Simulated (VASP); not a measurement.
Input:

```yaml
crystal:
  lattice:
    - [1.36500, -2.36425, 0.00000]
    - [1.36500, 2.36425, 0.00000]
    - [0.00000, 0.00000, 4.32000]
  atoms:
    - { symbol: Os, position: [0.33333, 0.66667, 0.25000] }
    - { symbol: Os, position: [0.66667, 0.33333, 0.75000] }
```

Computed with PBE GGA, VASP's PBE PAW potentials (set 64) (plane waves; VASP 6.6.1). Run with 300 eV cut-off, 11×11×6 Γ-centred mesh, Gaussian smearing of 0.14 eV, potentials Os.

Task: Give the energies of bands 1 to 11 at the high-symmetry points, in eV from the Fermi level.

Result: 
| band | Γ | M | K | A | L | H |
|---|---|---|---|---|---|---|
| 1 | -10.93 | -7.21 | -6.51 | -8.49 | -7.45 | -5.82 |
| 2 | -7.77 | -7.00 | -5.37 | -8.49 | -7.45 | -5.82 |
| 3 | -3.02 | -6.44 | -5.37 | -3.55 | -5.32 | -4.93 |
| 4 | -3.02 | -3.51 | -4.59 | -3.55 | -5.32 | -4.93 |
| 5 | -2.79 | -2.87 | -3.41 | -3.21 | -1.16 | -3.40 |
| 6 | -2.18 | -2.55 | -3.41 | -3.21 | -1.16 | -3.40 |
| 7 | -2.18 | -1.85 | -1.30 | -3.21 | -0.11 | -1.32 |
| 8 | -1.51 | 2.11 | 1.53 | -3.21 | -0.11 | -1.32 |
| 9 | -1.51 | 2.67 | 1.53 | 0.94 | 2.44 | 1.69 |
| 10 | 0.05 | 2.77 | 2.10 | 0.94 | 2.44 | 1.69 |
| 11 | 1.74 | 4.49 | 5.47 | 0.94 | 3.37 | 8.43 |

It has no gap at this level: it comes out as a metal or semimetal.

The structure is a typed Os crystal (P6_3/mmc). The cell was not relaxed at this level.
